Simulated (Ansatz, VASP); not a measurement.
**Bi (Bismuth): VASP beside Ansatz**

Aim: how closely do two programs agree when they are given the same cell, functional and k mesh? The cell is taken from a series of runs on this material, whose earlier steps may have relaxed, scaled, displaced or heated it; both programs get it as it stands.

Method: plane waves, with VASP 6.6.1 beside it; zone-centre phonons at PBEsol, in Ansatz 0.2.0.

**1. Set-up**

Symmetry: R-3m, No. 166, trigonal system. The conventional cell has a = 4.563 Å, b = 4.563 Å, c = 11.302 Å, α = 90.00°, β = 90.00°, γ = 120.00°. Nearest to Bi lie 6 Bi at 3.09 to 3.40 Å.

Structure file:

```cif
data_structure
_symmetry_space_group_name_H-M 'P 1'
_symmetry_Int_Tables_number 1
_cell_length_a 4.5971
_cell_length_b 4.5971
_cell_length_c 4.5971
_cell_angle_alpha 59.508
_cell_angle_beta 59.508
_cell_angle_gamma 59.508
_cell_volume 67.93
loop_
_atom_site_label
_atom_site_type_symbol
_atom_site_fract_x
_atom_site_fract_y
_atom_site_fract_z
_atom_site_occupancy
Bi1 Bi 0.23800 0.23800 0.23800 1
Bi2 Bi 0.76200 0.76200 0.76200 1
```

**2. VASP: zone-centre phonons, PBEsol**

Second derivatives magnify differences that forces hide, and they need a tight electronic threshold.

Lines of VASP's logs that name or quote its potential files are left out, and so is its time.

The input, INCAR:

```
SYSTEM = Bi
PREC = Accurate
ENCUT = 500
EDIFF = 1E-08
NELM = 120
ISMEAR = 1
SIGMA = 0.2
LREAL = .FALSE.
ALGO = Normal
GGA = PS
NBANDS = 21
LORBIT = 11
LWAVE = .FALSE.
LCHARG = .FALSE.
ISIF = 2
IBRION = 8
LASPH = .TRUE.
GGA_COMPAT = .FALSE.
KPAR = 2
```

The input, POSCAR:

```
Bi
1.0
    2.2814339068      1.3171864803      3.7673903997
   -2.2814339068      1.3171864803      3.7673903997
    0.0000000000     -2.6343729605      3.7673903997
Bi
2
Direct
    0.2379951249      0.2379951262      0.2379951249
    0.7620048751      0.7620048738      0.7620048751
```

The input, KPOINTS:

```
Automatic mesh
0
Gamma
12 12 12
0 0 0
```

The projector-augmented-wave data sets are Bi_d (PBE family, release 64).

On the command line:

```
> mpirun -np 2 vasp_std
```

Numbers of over 12 decimals in the logs are rounded to 6 here.

What it wrote:

```text
[banner, memory and clock lines left out]
running    2 mpi-ranks, on    1 nodes
 distrk:  each k-point on    1 cores,    2 groups
 distr:  one band on    1 cores,    1 groups

 POSCAR found type information on POSCAR Bi
 POSCAR found :  1 types and       2 ions
|                                                                             |
|               ----> ADVICE to this user running VASP <----                  |
|                                                                             |
|     You enforced a specific xc type in the INCAR file but a different       |
|     [... a line on the potential file left out ...]
|     I HOPE YOU KNOW WHAT YOU ARE DOING!                                     |
|                                                                             |

 LDA part: xc-table for (Slater+PW92), standard interpolation
 POSCAR, INCAR and KPOINTS ok, starting setup
 FFT: planning ... GRIDC
 FFT: planning ... GRID_SOFT
 FFT: planning ... GRID
 WAVECAR not read
 entering main loop
       N       E                     dE             d eps       ncg     rms          rms(c)
DAV:   1     0.298421445229E+03    0.29842E+03   -0.16069E+04  7946   0.169E+03
DAV:   2     0.162026187939E+02   -0.28222E+03   -0.27617E+03  8058   0.438E+02
DAV:   3    -0.774764982232E+01   -0.23950E+02   -0.23627E+02  9369   0.145E+02
DAV:   4    -0.857645075373E+01   -0.82880E+00   -0.82734E+00  9580   0.295E+01
DAV:   5    -0.861334996580E+01   -0.36899E-01   -0.36898E-01 11165   0.556E+00    0.102E+00
DAV:   6    -0.860264874296E+01    0.10701E-01   -0.20804E-02 10305   0.169E+00    0.592E-01
DAV:   7    -0.859863161081E+01    0.40171E-02   -0.12437E-02 10437   0.136E+00    0.119E-01
DAV:   8    -0.859857152328E+01    0.60088E-04   -0.12893E-03  9236   0.458E-01    0.152E-02
DAV:   9    -0.859857658060E+01   -0.50573E-05   -0.54431E-05 11927   0.685E-02    0.664E-03
DAV:  10    -0.859857610040E+01    0.48020E-06   -0.21170E-06  9742   0.105E-02    0.138E-03
DAV:  11    -0.859857623815E+01   -0.13775E-06   -0.24500E-07 10717   0.398E-03    0.630E-04
DAV:  12    -0.859857621210E+01    0.26049E-07   -0.37761E-08  7658   0.243E-03    0.194E-04
DAV:  13    -0.859857625434E+01   -0.42238E-07   -0.60169E-09  5204   0.949E-04    0.465E-05
DAV:  14    -0.859857625571E+01   -0.13656E-08   -0.11205E-09  4969   0.402E-04
   1 F= -.85985763E+01 E0= -.85992909E+01  d E =0.214401E-02
 Linear response reoptimize wavefunctions to high precision
DAV:   1    -0.859857625835E+01   -0.26489E-08   -0.49538E-10  5099   0.288E-04
DAV:   2    -0.859857625838E+01   -0.20918E-10   -0.16937E-10  4689   0.138E-04
 Linear response DOF=           2
 Linear response progress:
  Degree of freedom:   1/  2
       N       E                     dE             d eps       ncg     rms          rms(c)
RMM:   1    -0.329121964639E+00   -0.32912E+00    0.21754E-01 48351   0.838E+00
RMM:   2    -0.337761754651E+00   -0.86398E-02   -0.20011E-02 62337   0.118E+00    0.455E-02
RMM:   3    -0.337982147770E+00   -0.22039E-03   -0.16748E-03 66868   0.330E-01    0.262E-02
RMM:   4    -0.337877367226E+00    0.10478E-03   -0.12929E-04 68801   0.102E-01    0.611E-03
RMM:   5    -0.337883233965E+00   -0.58667E-05   -0.17070E-05 65914   0.334E-02    0.231E-03
RMM:   6    -0.337886881023E+00   -0.36471E-05   -0.24601E-06 69087   0.147E-02    0.985E-04
RMM:   7    -0.337884327701E+00    0.25533E-05    0.89573E-07 67702   0.493E-03    0.313E-04
RMM:   8    -0.337880091875E+00    0.42358E-05    0.13300E-06 69678   0.186E-03    0.110E-04
RMM:   9    -0.337878211275E+00    0.18806E-05    0.12430E-06 70469   0.802E-04    0.291E-05
RMM:  10    -0.337878105691E+00    0.10558E-06    0.49631E-07 72436   0.389E-04    0.212E-05
RMM:  11    -0.337877908105E+00    0.19759E-06    0.41329E-07 70790   0.242E-04    0.110E-05
RMM:  12    -0.337877469280E+00    0.43883E-06    0.16891E-07 69305   0.171E-04    0.505E-06
RMM:  13    -0.337877598371E+00   -0.12909E-06    0.45257E-08 70389   0.123E-04    0.301E-06
RMM:  14    -0.337877509689E+00    0.88681E-07    0.28078E-08 70166   0.102E-04    0.743E-07
RMM:  15    -0.337877487829E+00    0.21860E-07   -0.22718E-08 74845   0.925E-05    0.226E-07
RMM:  16    -0.337877497742E+00   -0.99133E-08   -0.30029E-08 57302   0.877E-05    0.492E-07
 first order change of Fermi-energy  -0.11722E-04
 force on displaced ion       1 direction 1 :  -1.114   0.000   0.000
 Linear response progress:
  Degree of freedom:   2/  2
       N       E                     dE             d eps       ncg     rms          rms(c)
RMM:   1    -0.328822632871E+00   -0.32882E+00    0.25779E-01 10515   0.853E+00
RMM:   2    -0.337333773515E+00   -0.85111E-02   -0.19129E-02 13586   0.116E+00    0.390E-02
RMM:   3    -0.337453365083E+00   -0.11959E-03   -0.15815E-03 14579   0.320E-01    0.219E-02
RMM:   4    -0.337259803656E+00    0.19356E-03   -0.13212E-04 14820   0.103E-01    0.541E-03
RMM:   5    -0.337268247435E+00   -0.84438E-05   -0.16462E-05 14957   0.313E-02    0.310E-03
RMM:   6    -0.337281657752E+00   -0.13410E-04   -0.28420E-06 14132   0.140E-02    0.777E-04
RMM:   7    -0.337283065019E+00   -0.14073E-05   -0.37792E-07 14787   0.456E-03    0.528E-04
RMM:   8    -0.337280936195E+00    0.21288E-05   -0.34970E-08 13077   0.168E-03    0.823E-05
RMM:   9    -0.337280422770E+00    0.51342E-06   -0.12801E-08 15413   0.796E-04    0.479E-05
RMM:  10    -0.337280229152E+00    0.19362E-06    0.19761E-09 15068   0.329E-04    0.310E-05
RMM:  11    -0.337280087146E+00    0.14201E-06    0.12660E-08 14722   0.205E-04    0.713E-06
RMM:  12    -0.337280127106E+00   -0.39960E-07   -0.10450E-08 15811   0.141E-04    0.210E-06
RMM:  13    -0.337280129924E+00   -0.28179E-08    0.23023E-09 15200   0.112E-04    0.876E-07
 first order change of Fermi-energy   0.34533E+00
 force on displaced ion       1 direction 3 :   0.000  -0.000  -3.468
 Linear response finished
```

Parts of OUTCAR (step 2):

```text
ion  position               nearest neighbor table
   1  0.238  0.238  0.238-   2 3.09   2 3.09   2 3.09   2 3.40   2 3.40   2 3.40
   2  0.762  0.762  0.762-   1 3.09   1 3.09   1 3.09   1 3.40   1 3.40   1 3.40

  LATTYP: Found a trigonal (rhomboedric) cell.
 ALAT       =     4.5970807388
 COS(alpha) =     0.5074146214

 Subroutine GETGRP returns: Found 12 space group operations
 (whereof 12 operations were pure point group operations)

The static configuration has the point symmetry D_3d.

 Found    189 irreducible k-points:

   k-points           NKPTS =    189   k-points in BZ     NKDIM =    189   number of bands    NBANDS=     21

   dimension x,y,z NGX =    36 NGY =   36 NGZ =   36
   dimension x,y,z NGXF=    72 NGYF=   72 NGZF=   72

   ENCUT  =  500.0 eV  36.75 Ry    6.06 a.u.   8.38  8.38  8.38*2*pi/ulx,y,z

   NELECT =      30.0000    total number of electrons

 k-points in reciprocal lattice and weights: Automatic mesh
   0.00000000  0.00000000  0.00000000       0.001
   0.08333333 -0.00000000  0.00000000       0.003
   0.16666667 -0.00000000  0.00000000       0.003
   0.25000000 -0.00000000  0.00000000       0.003
   0.33333333 -0.00000000  0.00000000       0.003
   0.41666667 -0.00000000  0.00000000       0.003
   0.50000000 -0.00000000  0.00000000       0.002
   0.08333333  0.08333333  0.00000000       0.003
   0.16666667  0.08333333  0.00000000       0.007
[...]
-0.41666667  0.50000000  0.41666667       0.003
   0.50000000  0.50000000  0.50000000       0.001

 average (electrostatic) potential at core
       1-103.9922       2-103.9922

  Total       -0.0356024     -0.0356024      0.3843590      0.0000000      0.0000000      0.0000000
  in kB       -0.8397355     -0.8397355      9.0656853      0.0000000      0.0000000      0.0000000
  external PRESSURE =       2.4620714 kB  Pullay stress =       0.0000000 kB

  energy-cutoff  :      500.00
  volume of cell :       67.93
      direct lattice vectors                 reciprocal lattice vectors
     2.281433907  1.317186480  3.767390400     0.219160414  0.126532324  0.088478575
    -2.281433907  1.317186480  3.767390400    -0.219160414  0.126532324  0.088478575
     0.000000000 -2.634372960  3.767390400     0.000000000 -0.253064648  0.088478575

 POSITION                                       TOTAL-FORCE (eV/Angst)
 -----------------------------------------------------------------------------------
     -0.00000      0.00000      2.68986         0.000000      0.000000      0.003137
      0.00000     -0.00000      8.61231         0.000000     -0.000000     -0.003137
 -----------------------------------------------------------------------------------
    total drift:                               -0.000000     -0.000000      0.000000

 Eigenvectors and eigenvalues of the dynamical matrix
 ----------------------------------------------------

   1 f  =    2.847922 THz    17.894020 2PiTHz   94.996444 cm-1    11.778053 meV
             X         Y         Z           dx          dy          dz
     -0.000000  0.000000  2.689862     0.000000    0.000000    0.707107
      0.000000 -0.000000  8.612310    -0.000000   -0.000000   -0.707107

   2 f  =    1.614047 THz    10.141356 2PiTHz   53.838812 cm-1     6.675159 meV
             X         Y         Z           dx          dy          dz
     -0.000000  0.000000  2.689862     0.000000    0.707107   -0.000000
      0.000000 -0.000000  8.612310    -0.000000   -0.707107    0.000000

   3 f  =    1.614047 THz    10.141356 2PiTHz   53.838812 cm-1     6.675159 meV
             X         Y         Z           dx          dy          dz
     -0.000000  0.000000  2.689862     0.707107   -0.000000    0.000000
      0.000000 -0.000000  8.612310    -0.707107    0.000000   -0.000000

   4 f  =    0.000000 THz     0.000000 2PiTHz    0.000000 cm-1     0.000000 meV
             X         Y         Z           dx          dy          dz
     -0.000000  0.000000  2.689862     0.696949    0.082302    0.086535
      0.000000 -0.000000  8.612310     0.696949    0.082302    0.086535

   5 f/i=    0.000000 THz     0.000000 2PiTHz    0.000000 cm-1     0.000000 meV
             X         Y         Z           dx          dy          dz
     -0.000000  0.000000  2.689862     0.111094   -0.258809   -0.648595
      0.000000 -0.000000  8.612310     0.111094   -0.258809   -0.648595

   6 f/i=    0.000000 THz     0.000000 2PiTHz    0.000001 cm-1     0.000000 meV
             X         Y         Z           dx          dy          dz
     -0.000000  0.000000  2.689862     0.043819   -0.652874    0.268022
      0.000000 -0.000000  8.612310     0.043819   -0.652874    0.268022

 ELASTIC MODULI CONTR FROM IONIC RELAXATION (kBar)
 Direction    XX          YY          ZZ          XY          YZ          ZX
 --------------------------------------------------------------------------------
 XX        -146.5621     57.4564    -81.7523      0.0000    229.2631     -0.0000
 YY          57.4564   -146.5621    -81.7523     -0.0000   -229.2631      0.0000
 ZZ         -81.7523    -81.7523   -150.0115     -0.0000     -0.0000      0.0000
 XY           0.0000     -0.0000     -0.0000   -102.0092     -0.0000    227.1227
 YZ         229.2631   -229.2631     -0.0000     -0.0000   -515.2629      0.0000
 ZX          -0.0000      0.0000      0.0000    227.1227      0.0000   -505.6870
 --------------------------------------------------------------------------------
```

Energies printed during the response cycles are not total energies of the cell. The PAW data sets were made with PBE, which is usual practice but a small mismatch for other functionals.

**3. Ansatz: zone-centre phonons, PBEsol**

Ansatz runs on its PAW soft_1 files.

The same cell, functional, mesh and smearing now go to Ansatz, which takes its cutoff from its data sets.

The input, input.yaml:

```yaml
crystal:
  lattice:
    - [2.2814339068, 1.3171864803, 3.7673903997]
    - [-2.2814339068, 1.3171864803, 3.7673903997]
    - [0.0, -2.6343729605, 3.7673903997]
  atoms:
    - { symbol: Bi, position: [0.2379951249, 0.2379951262, 0.2379951249] }
    - { symbol: Bi, position: [0.7620048751, 0.7620048738, 0.7620048751] }
kpoints:
  mp_grid: { grid: [12, 12, 12] }
hamiltonian:
  xc: pbesol
  pseudopotentials: { kind: paw, azcp: { folder: soft_1 }, xc_functional: pbe }
scf:
  occupations: { method: methfessel_paxton, width: 0.2 }
output:
  eigenvalues: true
phonons:
  method: dfpt
```

On the command line:

```
> ansatz run input.yaml --threads 4 --pin off --max-ram 10240MiB --backend cpu --events-out ev --progress --plain --runs-dir out
```

What it wrote:

```text
Engine: ansatz 0.2.0, aarch64-unknown-linux-gnu
Pseudopotentials: kind: paw
Pseudopotential: Bi, paw, valence charge 15, recommended cutoff 420 eV (normal), soft_1/Bi.paw.azcp
Functional definition: PBEsol
  exchange = pbesol_x
  correlation = pbesol_c
Crystal: 2 atoms, lattice volume = 67.928 Å³
Basis set: ecut = 420 eV, 1363 PW (Γ), exchange–correlation on 64×64×64 points (8 copies of the dense FFT grid, shifted against one another)
Bands: 19, of which v1, the nominal top of the filled ones, is band 15 counted from 1 (14 counted from 0)
Symmetry: 12 space group operations
k-points: 476 of 1728 (irreducible under 2 space group operations, time reversal used)
Non-local potential: Bi, projectors of the file, l = 0: 2, l = 1: 2, l = 2: 2, l = 3: 1
PAW form: soft (Blöchl's): semilocal exchange-correlation on the pseudo side does not see the compensation charge
PAW frozen core: Bi, regenerated for the run's functional, and the local potential with it (the file was generated under x = pbe(κ = 0.804, μ = 0.219515), c = pbe(β = 0.066725))
PAW one-centre angular grid: Bi, 590 points (default); XC on 64 Gauss nodes
Initial density: superposition of atomic densities (chi_scale 0.1, normalization cell)
Initial wavefunctions: pseudopotential atomic-orbital guess
Functional: x = pbesol(κ = 0.804, μ = 0.123457), c = pbesol(β = 0.046)
SCF iter   1: F=—  HF=-24488.937423 eV  |F-HF|=—  |Δ(HF+E_count)|=         —  Δρ=1.09e-2  dr2=6.78e-2  ethr=3.10e-3  ⟨swp⟩=5.4  Hψ=43461  notcnv=0
preconditioner: auto → Kerker (q_TF=auto, 2.381 Å⁻¹)  [metal: Δε(μ)=0.013 eV  Ē_g=20.253 eV  σ=0.200 eV  W_gap=0.06  n_scr=14 (ndim 8)  ℏωp=24.7 eV  f_vac=0.000  D(μ)=0.22/eV (n_scr^D=0)]
SCF iter   2: F=—  HF=-24488.928620 eV  |F-HF|=—  |Δ(HF+E_count)|=   8.80e-3  S|Δr|=    0.00e0  Δρ=6.99e-3  dr2=2.89e-2  ethr=2.26e-4  ⟨swp⟩=1.0  Hψ=12852  notcnv=0
SCF iter   3: F=—  HF=-24488.925191 eV  |F-HF|=—  |Δ(HF+E_count)|=   3.43e-3  S|Δr|=    0.00e0  Δρ=8.29e-4  dr2=6.36e-4  ethr=9.62e-5  ⟨swp⟩=2.0  Hψ=16190  notcnv=0
SCF iter   4: F=—  HF=-24488.925160 eV  |F-HF|=—  |Δ(HF+E_count)|=   3.05e-5  S|Δr|=    0.00e0  Δρ=3.41e-4  dr2=9.21e-5  ethr=2.12e-6  ⟨swp⟩=2.0  Hψ=16190  notcnv=0
SCF iter   5: F=—  HF=-24488.925150 eV  |F-HF|=—  |Δ(HF+E_count)|=   1.07e-5  S|Δr|=    0.00e0  Δρ=1.35e-4  dr2=2.15e-5  ethr=3.07e-7  ⟨swp⟩=2.0  Hψ=15084  notcnv=0
SCF iter   6: F=—  HF=-24488.925151 eV  |F-HF|=—  |Δ(HF+E_count)|=   1.33e-6  S|Δr|=    0.00e0  Δρ=3.44e-5  dr2=1.32e-6  ethr=7.15e-8  ⟨swp⟩=3.0  Hψ=16202  notcnv=0
SCF iter   7: F=—  HF=-24488.925153 eV  |F-HF|=—  |Δ(HF+E_count)|=   1.73e-6  S|Δr|=    0.00e0  Δρ=5.54e-6  dr2=4.16e-8  ethr=4.41e-9  ⟨swp⟩=3.0  Hψ=16214  notcnv=0
SCF iter   8: F=—  HF=-24488.925153 eV  |F-HF|=—  |Δ(HF+E_count)|=   3.21e-9  S|Δr|=    0.00e0  Δρ=1.22e-6  dr2=1.80e-9  ethr=1.39e-10  ⟨swp⟩=2.0  Hψ=11693  notcnv=0
SCF iter   9: F=—  HF=-24488.925153 eV  |F-HF|=—  |Δ(HF+E_count)|=  2.69e-10  S|Δr|=    0.00e0  Δρ=2.26e-7  dr2=4.98e-11  ethr=6.00e-12  ⟨swp⟩=3.0  Hψ=16740  notcnv=0
SCF iter  10: F=-24488.925153 eV  HF=-24488.925153 eV  |F-HF|=1.09e-11  |Δ(HF+E_count)|=  1.82e-11  S|Δr|=    0.00e0  Δρ=7.17e-8  dr2=8.02e-12  ethr=1.00e-12  ⟨swp⟩=5.3  Hψ=35070  notcnv=0
SCF 1 converged in 10 iterations: F = -24488.925153 eV  dr2 = 8.02e-12
  greatest PAW one-centre occupation: 0.988 electrons in one spin orbital (limit 2), on the Bi atom at site 1 (counted from 0), in its partial waves of l = 2
DFPT response loops at Γ: preconditioner auto → Kerker (q_TF=auto, 2.381 Å⁻¹) (partly filled bands, converged f_vac=0.000); β = 1.00, the filter's whole step (`scf.mixing.beta` (0.50) is not read by the response loops under this deck's `scf.mixing.preconditioner`; to damp them name `kerker` or `kerker_dos`, under which they read `scf.mixing.beta`, and type it under 1.00, their step now; both keys bind the ground state too); Broyden in place of MSR1
SCF converged after 10 iterations
Stability not checked: this state was not tested for a lower state beside it, because cold or Methfessel-Paxton smearing, or corrected tetrahedra, fill the levels in a way that the test cannot read (fill_not_monotonic; see scf.lower_state_search)
Free energy (F): -24488.925153 eV
Harris-Foulkes:  -24488.925153 eV  (|F-HF|=1.09e-11)
Internal energy: -24488.927278 eV  (E = F + TS)
E sigma→0 (E₀):  -24488.925684 eV
Entropy (-TS):   0.002125 eV (1.063 meV/atom)
Fermi energy:    10.066209 eV
--- Per-component energies (eV) ---
  E_band       = -206.592591
  E_kinetic    = 508.986343
  E_local      = -2652.673091  (includes V_loc(G=0)·N_el)
  E_nonlocal   = 820.662031
  E_hartree    = 985.013464
  E_xc         = -300.749696
  E_vxc        = -261.825492  (∫ρ·V_xc dr)
  E_paw        = -21019.204166  (= ΣΔE_a)
  E_vpaw       = -591.769734  (= ΣTr[D̂ρ^β])
  E_aug_tail   = 0.000406  (compensation charges beyond the density's cutoff)
  E_ewald      = -2831.142158
  E_core_change = 0.179589  (= ΣΔE_core)
  E_smearing   = 0.002125  (= −TS)
  E_closure    = -0.000000  (closes the sum)
  Σ components = -24488.925153   (vs F -24488.925153, Δ=0.00e0)
--- Band table (eV; the first three rows and the last of 476) ---
  k-point 0: bands = [... 11 lower, 2.7318, 8.7072, 8.7072, 8.7897, 12.9085, 13.2159, 13.2159, 15.5835]
  k-point 1: bands = [... 11 lower, 2.5563, 8.7189, 8.7478, 8.8194, 12.7133, 12.8776, 13.0066, 15.2124]
  k-point 2: bands = [... 11 lower, 2.0799, 8.7580, 8.8158, 8.9285, 12.0579, 12.3637, 12.4948, 15.0227]
  k-point 475: bands = [... 11 lower, -0.1427, 9.1276, 9.4648, 9.4648, 10.4000, 10.4000, 10.4416, 17.5859]
--- Phonons (Γ-DFPT): 2 representative perturbations + reference, on 476 of 1728 k-points (Σ response iterations 6) ---
  k mesh reduced under 2 symmetry operations, with k and −k counted as one. Each operation leaves every solved perturbation unchanged. A smaller set is not used because it would not reduce the number of displacements times k-points to solve
  ASR residual: 2.306e-5 → 0.000e0 eV/Å²; symmetrization residual: 2.522e-6 eV/Å²
  ASR residual per site (eV/Å²): 2.31e-5 2.31e-5
  Γ frequencies (cm⁻¹): 0.00 0.00 0.00 53.76 53.76 94.54
  non-analytic LO–TO correction: not included (Born effective charges unavailable; polar crystals: no LO–TO splitting at Γ)
```

**4. Side by side**

Known differences besides the potentials themselves: the cutoff is 420 eV in Ansatz and 500 eV in VASP; Ansatz makes its cores anew for this functional, VASP keeps those of its PBE data sets. Total energies have different zeros and are not compared.

The two programs side by side:

```
                  quantity  Ansatz  VASP  difference
optical mode 1 to 2 (cm⁻¹)    53.8  53.8     -0.15 %
     optical mode 3 (cm⁻¹)    94.5  95.0     -0.48 %
```

Modes are paired by rising frequency, not by their patterns, so a pair may set unlike modes beside each other; they are those without the splitting of longitudinal modes.

**5. Summary of results**

```json
{
 "r.m.s. difference of the optical zone-centre modes, each program's sorted by frequency (zone-centre phonons, PBEsol)": "0.27 cm⁻¹"
}
```

**Reading.** The r.m.s. difference of the optical zone-centre modes, each program's sorted by frequency is 0.27 cm⁻¹ (zone-centre phonons, PBEsol). Such differences can come from data sets, numerical settings and the points named under the comparisons, not from the functional's error against experiment.

[Lines on the potential files, build, host, timing and source positions are cut from VASP's logs without a mark.]

[Logs are printed without paths, hosts, clocks, repeated set-up lines and the standing remarks that a program may print on its own settings, such as how far it seeks lower states.]

[Hosts, paths, dates, database ids (printed as entryN), source tags and the programs' standing remarks are cut or masked in the printed files.]
